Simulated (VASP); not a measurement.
Take InAs (zinc blende), with a static lattice, in VASP with PAW potentials, and its bulk modulus.

### Question
One run gives 53.9 GPa. Which level is it?
(A) r2SCAN+rVV10
(B) optB88-vdW
(C) rev-vdW-DF2
(D) PBE-D3(BJ)

### Answer
D, PBE-D3(BJ).  The others give 50.6 (rev-vdW-DF2), 49.2 (optB88-vdW), 59.2 (r2SCAN+rVV10).

Only levels that ran to the end are used. Left out are those held back, those with too coarse a band path, GW runs whose mesh misses a band edge, hybrids' fits of cells that aren't cubic and levels without matching references; a question may draw on a part of the rest.

The compound is InAs in the zinc blende structure.
